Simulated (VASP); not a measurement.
NiMoIrPdW, 5 atoms in the cell. The structure is trigonal, space group P3m1 (No. 156). The conventional cell has a = 4.209 Å, b = 4.209 Å, c = 5.538 Å, α = 90.00°, β = 90.00°, γ = 120.00°. Ni (site symmetry 3m) is surrounded by 3 W at 2.44 Å and 3 Ir at 2.75 Å. Around Mo (site symmetry 3m) lie 1 W at 2.51 Å and 3 Ir at 2.65 Å. Around Pd (site symmetry 3m) lie 2 Ir at 2.69 to 2.85 Å and 3 W at 2.81 Å and 3 Ni at 2.89 Å and 3 Mo at 2.92 Å. Ir (site symmetry 3m) has 3 Mo at 2.65 Å and 2 Pd at 2.69 to 2.85 Å and 3 Ni at 2.75 Å and 3 W at 2.83 Å as nearest neighbours. W (site symmetry 3m) is surrounded by 3 Ni at 2.44 Å and 1 Mo at 2.51 Å. The cell was built by a generator and needn't be a form met in nature.

- Program: VASP 6.6.1
- Task: band structure
- Functional: BLYP
- Potentials or basis: VASP PAW PBE potentials, release 64 (Ni, Mo_sv, Pd, Ir, W_sv)
- Cutoff: 520 eV
- k mesh: 7 × 7 × 5
- Occupations: fermi-dirac, width 0.05 eV
- Spin: collinear spin, ferromagnetic start
- Starting moments: [1.0, 1.0, 0.0, 0.6, 0.0] μB
- Further INCAR settings: ALGO = Normal; EDIFF = 1e-06; NBANDS = 40

Potentials or basis: VASP PAW PBE potentials, release 64 (Ni, Mo_sv, Pd, Ir, W_sv).

Run with:

```sh
$ cat potpaw_PBE.64/Ni/POTCAR potpaw_PBE.64/Mo_sv/POTCAR potpaw_PBE.64/Pd/POTCAR potpaw_PBE.64/Ir/POTCAR potpaw_PBE.64/W_sv/POTCAR > POTCAR
$ cp INCAR.step1 INCAR
$ cp KPOINTS.step1 KPOINTS
$ mpirun -np 4 vasp_std > vasp.out
$ cp INCAR.step2 INCAR
$ cp KPOINTS.step2 KPOINTS
$ mpirun -np 4 vasp_std > vasp.out
```

Hardware: 4 MPI ranks on Intel(R) Xeon(R) Platinum 8488C (Sapphire Rapids) (shared host).

Q: How long does it take, and how much memory?

A: It took 2.9 min on 4 MPI ranks on Intel(R) Xeon(R) Platinum 8488C (Sapphire Rapids), on a shared host, peak memory 0.82 GiB a rank. Counts: scf iterations 8, k points 135.
